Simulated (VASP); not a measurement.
# RbMg6Zn (Amm2) in VASP: reference runs, part 2 of 2

VASP 6.6.1. Earlier steps stand in the parts before.

### 3 Single point, PBE (atoms moved at random, drawn with an rms of 0.05 Å)

Contents of INCAR:

```
ALGO     = Normal         # electronic algorithm
EDIFF    = 1E-7           # SCF threshold, eV
ENCUT    = 520            # plane-wave cutoff, eV
GGA      = PE             # functional
ISIF     = 2              # what is computed and relaxed
ISMEAR   = -1             # smearing method
LASPH    = True           # aspherical terms in the spheres
LCHARG   = True           # write CHGCAR
LELF     = True           # ELF
LREAL    = False          # projectors in reciprocal space
LVHAR    = True         
LWAVE    = False          # write WAVECAR
NBANDS   = 26             # bands
NELM     = 80             # most SCF steps
PREC     = Accurate       # precision mode
SIGMA    = 0.05           # smearing width, eV
```

Contents of KPOINTS:

```
k-points
0
Gamma
  5 5 5
```

Contents of POSCAR:

```
RbMg6Zn
1.0
    5.2175370000      0.0000000000      0.0000000000
    0.0000000000      3.5205290000      5.8683675000
    0.0000000000     -3.5205290000      5.8683675000
Rb Zn Mg
1 1 6
Direct
    0.4979000000      0.6726490000      0.6684910000
   -0.0008270000      0.8646340000      0.8581320000
    0.4949640000      0.1678440000      0.1662290000
    0.4988150000      0.6687840000      0.1621250000
    0.4923480000      0.1618900000      0.6787380000
   -0.0061050000      0.3370280000      0.3219210000
    0.0047760000      0.8496280000      0.2812800000
   -0.0026820000      0.2925630000      0.8499230000
```

Potentials or basis: VASP PAW PBE potentials, release 64 (Rb_sv, Zn, Mg).

Command:

```console
$ cat potpaw_PBE.64/Rb_sv/POTCAR potpaw_PBE.64/Zn/POTCAR potpaw_PBE.64/Mg/POTCAR > POTCAR
$ mpirun -np 1 vasp_std > vasp.out
```

OUTCAR:

```text
EDIFF = 1E-7
   ENCUT = 520
   GGA = PE
   ISIF = 2
   ISMEAR = -1
   LASPH = True
   LREAL = False
   NELM = 80
   PREC = Accurate

 ion  position               nearest neighbor table
   1  0.498  0.673  0.668-   4 3.37   5 3.38   2 3.43   2 3.44   5 3.46   8 3.47   7 3.48   8 3.48
                             4 3.48   3 3.51   3 3.53   7 3.53   6 4.72
   2  0.999  0.865  0.858-   7 2.85   8 2.90   5 3.15   5 3.21   4 3.21   4 3.21   1 3.43   1 3.44

   3  0.495  0.168  0.166-   7 3.21   6 3.23   8 3.23   6 3.24   8 3.25   7 3.29   5 3.36   4 3.42
                             4 3.43   5 3.49   1 3.51   1 3.53
   4  0.499  0.669  0.162-   7 3.13   7 3.18   2 3.21   2 3.21   6 3.27   6 3.31   1 3.37   3 3.42
                             3 3.43   5 3.44   1 3.48   5 3.60
   5  0.492  0.162  0.679-   8 3.14   2 3.15   8 3.18   2 3.21   3 3.36   6 3.38   1 3.38   6 3.39
                             4 3.44   1 3.46   3 3.49   4 3.60
   6  0.994  0.337  0.322-   3 3.23   3 3.24   4 3.27   4 3.31   5 3.38   8 3.38   7 3.39   5 3.39
                             7 3.48   8 3.48   1 4.72
   7  0.005  0.850  0.281-   2 2.85   8 3.08   4 3.13   4 3.18   3 3.21   3 3.29   6 3.39   6 3.48
                             1 3.48   1 3.53
[... 211 lines left out ...]
      3      -9.8907      2.00000
      4      -9.7840      2.00000
      5      -5.1063      2.00000
      6      -5.0842      2.00000
[... 685 lines left out ...]
     25       5.4069      0.00000
     26       5.5199      0.00000

 [... further k-points ...]

------------------------ aborting loop because EDIFF is reached ----------------------------------------

  FORCE on cell =-STRESS in cart. coord.  units (eV):
  Direction    XX          YY          ZZ          XY          YZ          ZX
  --------------------------------------------------------------------------------------
  -------------------------------------------------------------------------------------
  Total        0.2193815     -0.6663925      0.4245547     -0.0832678     -0.0161232     -0.0277026
  in kB        1.6303840     -4.9524481      3.1551750     -0.6188236     -0.1198236     -0.2058782
  external PRESSURE =      -0.0556297 kB  Pullay stress =       0.0000000 kB

 VOLUME and BASIS-vectors are now :
 -----------------------------------------------------------------------------
  energy-cutoff  :      520.00
  volume of cell :      215.59
      direct lattice vectors                 reciprocal lattice vectors
     5.217537000  0.000000000  0.000000000     0.191661315  0.000000000  0.000000000
     0.000000000  3.520529000  5.868367500     0.000000000  0.142024111  0.085202571
     0.000000000 -3.520529000  5.868367500     0.000000000 -0.142024111  0.085202571

 POSITION                                       TOTAL-FORCE (eV/Angst)
 -----------------------------------------------------------------------------------
      2.59781      0.01464      7.87030         0.043431      0.042393      0.034661
      5.21322      0.02289     10.10982        -0.018395      0.017214      0.026619
      2.58249      0.00569      1.96046         0.038032      0.003618     -0.074633
      2.60259      1.78371      4.87608         0.018916      0.056118      0.009217
      2.56884     -1.81958      4.93311         0.032226     -0.034364     -0.055926
      5.18568      0.05318      3.86695         0.020679     -0.063648      0.061278
      0.02492      2.00089      6.63658        -0.094717      0.026129      0.039416
      5.20354     -1.96220      6.70453        -0.040171     -0.047459     -0.040631
 -----------------------------------------------------------------------------------
    total drift:                               -0.000217     -0.000306      0.000335

  FREE ENERGIE OF THE ION-ELECTRON SYSTEM (eV)
  ---------------------------------------------------
  free  energy   TOTEN  =        -9.3241506576 eV

  energy  without entropy=       -9.2994353734  energy(sigma->0) =       -9.31179302
```

Run time: 5.9 min. Hardware: 1 thread of Intel Xeon Platinum 8375C at 2.90GHz (Ice Lake), shared host; peak memory 0.57 GiB.

What came out:

| Item | Value |
| --- | --- |
| Free energy | -9.3242 eV |
| Pressure | 0.0 GPa |
| Largest force | 0.106 eV/Å |
| Band gap on the k mesh | none (metal or under the smearing width) |

Forces in eV/Å, atoms in the order of the input:
```
Rb   0.043  0.042  0.035
Zn  -0.018  0.017  0.027
Mg   0.038  0.004 -0.075
Mg   0.019  0.056  0.009
Mg   0.032 -0.034 -0.056
Mg   0.021 -0.064  0.061
Mg  -0.095  0.026  0.039
Mg  -0.040 -0.047 -0.041
```

Stress tensor (GPa, compression positive):
```
 0.16 -0.06 -0.02
-0.06 -0.50 -0.01
-0.02 -0.01  0.32
```

Levels at points of the mesh, in eV from the Fermi level:
```tsv
k point	band 15	band 16	band 17	band 18	band 19	band 20
(0.00, 0.00, 0.00)	-1.05	-0.93	-0.86	0.02	1.92	2.05
```
